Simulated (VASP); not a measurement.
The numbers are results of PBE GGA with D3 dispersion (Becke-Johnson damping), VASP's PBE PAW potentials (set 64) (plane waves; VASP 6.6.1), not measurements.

The input files of a VASP run:

### INCAR
```
SYSTEM  =  Si
PREC  =  Accurate; ENCUT  =  400; LREAL  =  F
LASPH  =  T; ICHARG  =  11
EDIFF  =  1E-7; NELM  =  100; ALGO  =  Normal
ISMEAR  =  0; SIGMA  =  0.05
GGA  =  PE; IVDW  =  12
LWAVE  =  F; LCHARG  =  F; LORBIT  =  11
```

File KPOINTS:
```
k-points along high-symmetry lines
15
Line-mode
Reciprocal
  0.000000   0.000000   0.000000 ! GAMMA
  0.500000   0.000000   0.500000 ! X

  0.500000   0.000000   0.500000 ! X
  0.625000   0.250000   0.625000 ! U

  0.375000   0.375000   0.750000 ! K
  0.000000   0.000000   0.000000 ! GAMMA

  0.000000   0.000000   0.000000 ! GAMMA
  0.500000   0.500000   0.500000 ! L

  0.500000   0.500000   0.500000 ! L
  0.500000   0.250000   0.750000 ! W

  0.500000   0.250000   0.750000 ! W
  0.500000   0.000000   0.500000 ! X
```

**POSCAR**
```
Si
1
    0.0000000000     2.7097847917     2.7097847917
    2.7097847917     0.0000000000     2.7097847917
    2.7097847917     2.7097847917     0.0000000000
Si
2
Direct
  0.0000000000   0.0000000000   0.0000000000
  0.2500000000   0.2500000000   0.2500000000
```

POTCAR, in this order: Si (PBE.64 set). Program: vasp_std. Read from the step before: CHGCAR.

Output of the run:

File OUTCAR:
```
 ion  position               nearest neighbor table
   1  0.000  0.000  0.000-   2 2.35   2 2.35   2 2.35   2 2.35
   2  0.250  0.250  0.250-   1 2.35   1 2.35   1 2.35   1 2.35
  LATTYP: Found a face centered cubic cell.
 ALAT       =     5.4195695834
 Subroutine PRICEL returns:
 Original cell was already a primitive cell.
 Subroutine GETGRP returns: Found 48 space group operations
The static configuration has the point symmetry T_d .
 The point group associated with its full space group is O_h .
The dynamic configuration has the point symmetry T_d .
 Subroutine INISYM returns: Found 48 space group operations
   k-points           NKPTS =     90   k-points in BZ     NKDIM =     90   number of bands    NBANDS=      8
   number of dos      NEDOS =    301   number of ions     NIONS =      2
   total plane-waves  NPLWV =  21952
   dimension x,y,z NGX =    28 NGY =   28 NGZ =   28
   dimension x,y,z NGXF=    56 NGYF=   56 NGZF=   56
   ions per type =               2
   PREC   = accura    normal or accurate (medium, high low for compatibility)
   ISTART =      0    job   : 0-new  1-cont  2-samecut
   ICHARG =     11    charge: 1-file 2-atom 10-const
   ISPIN  =      1    spin polarized calculation?
   LNONCOLLINEAR =      F non collinear calculations
   LSORBIT =      F    spin-orbit coupling
   INIWAV =      1    electr: 0-lowe 1-rand  2-diag
   ENCUT  =  400.0 eV  29.40 Ry    5.42 a.u.   6.25  6.25  6.25*2*pi/ulx,y,z
   NELM   =    100;   NELMIN=  2; NELMDL= -5     # of ELM steps
   EDIFF  = 0.1E-06   stopping-criterion for ELM
   LREAL  =      F    real-space projection
   NLSPLINE    = F    spline interpolate recip. space projectors
   LMAXMIX     =    2 max onsite mixed and CHGCAR
   VOSKOWN=      0    Vosko Wilk Nusair interpolation
   EDIFFG = 0.1E-05   stopping-criterion for IOM
   NSW    =      0    number of steps for IOM
   NBLOCK =      1;   KBLOCK =      1    inner block; outer block
   IBRION =     -1    ionic relax: 0-MD 1-quasi-New 2-CG
   NFREE  =      0    steps in history (QN), initial steepest desc. (CG)
   ISIF   =      2    stress and relaxation
   ISYM   =      2    0-nonsym 1-usesym 2-fastsym
   TEIN   =    0.0    initial temperature
   TEBEG  =    0.0;   TEEND  =   0.0 temperature during run
   SMASS  =  -3.00    Nose mass-parameter (am)
   PSTRESS=    0.0 pullay stress
   NELECT =       8.0000    total number of electrons
   EFERMI =   0.00;   METHOD = LEGACY
   ISMEAR =     0;   SIGMA  =   0.05  broadening in eV -4-tet -1-fermi 0-gaus
   IALGO  =     38    algorithm
   LDIAG  =      T    sub-space diagonalisation (order eigenvalues)
   IMIX   =      4    mixing-type and parameters
     AMIX     =   0.40;   BMIX     =  1.00
     AMIX_MAG =   1.60;   BMIX_MAG =  1.00
     AMIN     =   0.10
   GGA     = PE    functional components
   VOSKOWN =     0    Vosko Wilk Nusair interpolation
   LHFCALC =     F    Hartree Fock is set to
   LHFONE  =     F    Hartree Fock one center treatment
   AEXX    =    0.0000 exact exchange contribution
   IVDW    =    12    specifies the selected vdW correction
   LEPSILON=     F    determine dielectric tensor
   LRPA    =     F    only Hartree local field effects (RPA)
  energy-cutoff  :      400.00
  volume of cell :       39.80
      direct lattice vectors                 reciprocal lattice vectors
     0.000000000  2.709784792  2.709784792    -0.184516498  0.184516498  0.184516498
     2.709784792  0.000000000  2.709784792     0.184516498 -0.184516498  0.184516498
     2.709784792  2.709784792  0.000000000     0.184516498  0.184516498 -0.184516498
 k-point     1 :   0.0000 0.0000 0.0000  plane waves:     725
 k-point     2 :   0.0357 0.0000 0.0357  plane waves:     725
 k-point     3 :   0.0714 0.0000 0.0714  plane waves:     729
 k-point     4 :   0.1071 0.0000 0.1071  plane waves:     721
 k-point     5 :   0.1429 0.0000 0.1429  plane waves:     721
 k-point     6 :   0.1786 0.0000 0.1786  plane waves:     709
 k-point     7 :   0.2143 0.0000 0.2143  plane waves:     721
 k-point     8 :   0.2500 0.0000 0.2500  plane waves:     713
 k-point     9 :   0.2857 0.0000 0.2857  plane waves:     721
...
```

### OSZICAR
```
       N       E                     dE             d eps       ncg     rms          rms(c)
DAV:   1     0.590997617145E+01    0.59100E+01   -0.28838E+03  1448   0.623E+02
DAV:   2    -0.899425525099E+01   -0.14904E+02   -0.14287E+02  2240   0.738E+01
DAV:   3    -0.919423031623E+01   -0.19998E+00   -0.19998E+00  1904   0.105E+01
DAV:   4    -0.919499377044E+01   -0.76345E-03   -0.76345E-03  2440   0.672E-01
DAV:   5    -0.919499457348E+01   -0.80303E-06   -0.80303E-06  1864   0.154E-02
DAV:   6    -0.919499458620E+01   -0.12725E-07   -0.12726E-07  2416   0.111E-03
   1 F= -.98271584E+01 E0= -.98271584E+01  d E =-.669456E-14
```

**OUTCAR**
```
 val. band max:        5.8890124831   @ k =   0.0000   0.0000   0.0000

 cond. band min:       6.4514821123   @ k =   0.4286   0.0000   0.4286



 k-point     1 :       0.0000    0.0000    0.0000
  band No.  band energies     occupation
      1      -6.1110      2.00000
      2       5.8890      2.00000
      3       5.8890      2.00000
      4       5.8890      2.00000
      5       8.4572      0.00000
      6       8.4572      0.00000
      7       8.4572      0.00000
      8       9.3339      0.00000

 k-point     2 :       0.0357    0.0000    0.0357
  band No.  band energies     occupation
      1      -6.0886      2.00000
      2       5.7423      2.00000
      3       5.7949      2.00000
      4       5.7949      2.00000
      5       8.4020      0.00000
      6       8.5790      0.00000
      7       8.5790      0.00000
      8       9.4768      0.00000

 k-point     3 :       0.0714    0.0000    0.0714
  band No.  band energies     occupation
      1      -6.0213      2.00000
      2       5.3619      2.00000
      3       5.5553      2.00000
      4       5.5553      2.00000
      5       8.2491      0.00000
      6       8.9012      0.00000
      7       8.9012      0.00000
      8       9.8299      0.00000

 k-point     4 :       0.1071    0.0000    0.1071
  band No.  band energies     occupation
      1      -5.9093      2.00000
      2       4.8479      2.00000
      3       5.2438      2.00000
      4       5.2438      2.00000
      5       8.0281      0.00000
      6       9.3497      0.00000
      7       9.3497      0.00000
      8      10.2199      0.00000

 k-point     5 :       0.1429    0.0000    0.1429
  band No.  band energies     occupation
      1      -5.7530      2.00000
      2       4.2664      2.00000
      3       4.9104      2.00000
      4       4.9104      2.00000
      5       7.7713      0.00000
      6       9.8730      0.00000
      7       9.8730      0.00000
      8      10.3694      0.00000
...
```

The density is held fixed in this step, so its total energy and stress have no physical meaning.

The structure comes from a measured Si entry (Fd-3m) of the Crystallography Open Database, whose conditions weren't checked. It was relaxed first.
